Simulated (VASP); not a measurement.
Method: PBEsol GGA, VASP's PBE PAW potentials (set 64) (plane waves; VASP).

VASP ran on this input.

**INCAR**
```
SYSTEM = Ge6Si2
PREC = Accurate
ENCUT = 400
EDIFF = 1E-7
NELM = 100
ALGO = Normal
LREAL = .FALSE.
LASPH = .TRUE.
ISMEAR = -5
GGA = PS
LMAXMIX = 4
LWAVE = .FALSE.
LCHARG = .TRUE.
LORBIT = 11
NEDOS = 601
ISIF = 2
LEFG = .TRUE.
```

File KPOINTS:
```
Automatic mesh
0
Gamma
4 4 8
0 0 0
```

POSCAR:
```
Ge6Si2
1
   -0.0021419210     5.6002483720     5.5959861596
    5.6002483720    -0.0021419210     5.5959861596
    2.7990532256     2.7990532256    -0.0000000000
Si Ge
2 6
Direct
  0.0027025799   0.0027025799   0.9945948402
  0.1222974201   0.1222974201   0.2554051598
  0.0016654059   0.4954882167   0.0028463774
  0.1233345941   0.6295117833   0.2471536226
  0.4954882167   0.0016654059   0.0028463774
  0.6295117833   0.1233345941   0.2471536226
  0.4998495057   0.4998495057   0.0003009886
  0.6251504943   0.6251504943   0.2496990114
```

POTCAR, in this order: Si Ge_d (PBE.64 set). Program: vasp_std.

Output

File OSZICAR:
```
       N       E                     dE             d eps       ncg     rms          rms(c)
DAV:   1     0.988704584244E+03    0.98870E+03   -0.37329E+04  4346   0.368E+03
DAV:   2     0.148182606228E+03   -0.84052E+03   -0.81567E+03  3630   0.962E+02
DAV:   3    -0.276933680218E+02   -0.17588E+03   -0.17099E+03  3917   0.231E+02
DAV:   4    -0.413075642469E+02   -0.13614E+02   -0.13487E+02  4248   0.736E+01
DAV:   5    -0.416604114851E+02   -0.35285E+00   -0.35248E+00  4226   0.136E+01    0.748E+00
DAV:   6    -0.412164248264E+02    0.44399E+00   -0.26063E-01  4698   0.454E+00    0.432E+00
DAV:   7    -0.409915347374E+02    0.22489E+00   -0.38935E-01  4008   0.557E+00    0.351E-01
DAV:   8    -0.409955588322E+02   -0.40241E-02   -0.49248E-02  4290   0.662E+00    0.211E-01
DAV:   9    -0.409969918062E+02   -0.14330E-02   -0.80798E-03  5496   0.106E+00    0.101E-01
DAV:  10    -0.409970911543E+02   -0.99348E-04   -0.65162E-04  6114   0.509E-01    0.560E-02
DAV:  11    -0.409971766607E+02   -0.85506E-04   -0.26400E-04  5737   0.422E-01    0.102E-02
DAV:  12    -0.409972224523E+02   -0.45792E-04   -0.43531E-04  4271   0.196E-01    0.829E-03
DAV:  13    -0.409972210768E+02    0.13755E-05   -0.12892E-05  4640   0.221E-01    0.337E-03
DAV:  14    -0.409972217126E+02   -0.63580E-06   -0.43382E-06  5891   0.585E-02    0.212E-03
DAV:  15    -0.409972217263E+02   -0.13772E-07   -0.20351E-06  4279   0.692E-02    0.543E-04
DAV:  16    -0.409972217408E+02   -0.14492E-07   -0.71424E-07  3516   0.576E-03
   1 F= -.40997222E+02 E0= -.40997222E+02  d E =0.000000E+00
```

### OUTCAR
```
------------------------ aborting loop because EDIFF is reached ----------------------------------------
  FORCE on cell =-STRESS in cart. coord.  units (eV):
  Direction    XX          YY          ZZ          XY          YZ          ZX
  --------------------------------------------------------------------------------------
  Total       -0.0519684     -0.0519684     -0.0048262      0.0194689      0.0000000      0.0000000
  in kB       -0.4744150     -0.4744150     -0.0440578      0.1777299      0.0000000      0.0000000
  external PRESSURE =      -0.3309626 kB  Pullay stress =       0.0000000 kB
  volume of cell :      175.51
      direct lattice vectors                 reciprocal lattice vectors
    -0.002141921  5.600248372  5.595986160    -0.089247620  0.089247620  0.089349756
     5.600248372 -0.002141921  5.595986160     0.089247620 -0.089247620  0.089349756
     2.799053226  2.799053226  0.000000000     0.178631830  0.178631830 -0.178699513
 POSITION                                       TOTAL-FORCE (eV/Angst)
 -----------------------------------------------------------------------------------
      2.79905      2.79905      0.03025        -0.000000     -0.000000      0.003162
      1.39953      1.39953      1.36875         0.000000      0.000000     -0.003162
      2.78282      0.01623      2.78206        -0.000666      0.000666     -0.001598
      4.21695      1.38115      4.21292         0.000666     -0.000666      0.001598
      0.01623      2.78282      2.78206         0.000666     -0.000666     -0.001598
      1.38115      4.21695      4.21292        -0.000666      0.000666      0.001598
      2.79905      2.79905      5.59430         0.000000      0.000000     -0.005001
      4.19858      4.19858      6.99667        -0.000000     -0.000000      0.005001
 -----------------------------------------------------------------------------------
    total drift:                                0.000017      0.000017     -0.000207
  FREE ENERGIE OF THE ION-ELECTRON SYSTEM (eV)
  ---------------------------------------------------
  free  energy   TOTEN  =       -40.9972217408 eV

  energy  without entropy=      -40.9972217408  energy(sigma->0) =      -40.99722174

 total charge

# of ion       s       p       d       tot
------------------------------------------
    1        0.757   0.891   0.000   1.648
    2        0.757   0.891   0.000   1.648
    3        1.121   1.288  10.025  12.434
    4        1.121   1.288  10.025  12.434
    5        1.121   1.288  10.025  12.434
    6        1.121   1.288  10.025  12.434
    7        1.124   1.288  10.028  12.440
    8        1.124   1.288  10.028  12.440
--------------------------------------------------
tot          8.245   9.509  60.158  77.912

 Electric field gradients after diagonalization (V/A^2)
 (convention: |V_zz| > |V_xx| > |V_yy|)
----------------------------------------------------------------------
 ion       V_xx      V_yy      V_zz     asymmetry (V_yy - V_xx)/ V_zz
----------------------------------------------------------------------
   1       4.519     0.477    -4.996       0.809
   2       4.521     0.476    -4.997       0.809
   3       7.449     2.819   -10.268       0.451
   4       7.446     2.812   -10.258       0.452
   5       7.449     2.819   -10.268       0.451
   6       7.446     2.812   -10.258       0.452
   7       3.083     1.013    -4.096       0.506
   8       3.073     1.016    -4.089       0.503
```
(Selected blocks of OUTCAR.)

**OUTCAR**
```
 val. band max:        5.1467989601   @ k =   0.0000   0.0000   0.0000

 cond. band min:       5.3071193541   @ k =   0.0000   0.0000   0.0000


 Fermi energy:         5.2003628786

 k-point     1 :       0.0000    0.0000    0.0000
  band No.  band energies     occupation
      1     -19.5552      2.00000
      2     -19.5545      2.00000
      3     -19.5376      2.00000
      4     -19.5275      2.00000
      5     -19.5240      2.00000
      6     -19.5182      2.00000
      7     -19.4897      2.00000
      8     -19.4707      2.00000
      9     -19.4654      2.00000
     10     -19.4544      2.00000
     11     -19.4530      2.00000
     12     -19.4404      2.00000
     13     -19.4298      2.00000
     14     -19.4119      2.00000
     15     -19.3720      2.00000
     16     -19.3680      2.00000
     17     -19.3423      2.00000
     18     -19.3327      2.00000
     19     -19.3140      2.00000
     20     -19.3079      2.00000
     21     -19.3076      2.00000
     22     -19.2920      2.00000
     23     -19.2504      2.00000
     24     -19.2472      2.00000
     25     -19.2464      2.00000
     26     -19.2367      2.00000
     27     -19.2279      2.00000
     28     -19.2259      2.00000
     29     -19.2209      2.00000
     30     -19.1887      2.00000
     31      -7.5553      2.00000
     32      -5.5480      2.00000
     33      -5.1775      2.00000
     34      -3.5826      2.00000
     35      -3.4916      2.00000
     36      -2.5602      2.00000
     37      -2.2100      2.00000
     38       2.0204      2.00000
     39       2.0361      2.00000
     40       3.5511      2.00000
     41       3.6780      2.00000
     42       3.7291      2.00000
     43       3.8940      2.00000
     44       5.0993      2.00000
     45       5.1025      2.00000
     46       5.1468      2.00000
     47       5.3071      0.00000
     48       5.5087      0.00000
     49       5.6976      0.00000
     50       5.7618      0.00000
     51       6.1559      0.00000
...
```

The structure was generated: Ge6Si2 was put into an ordered model structure (Cmcm), which need not be its known phase. It was relaxed first.
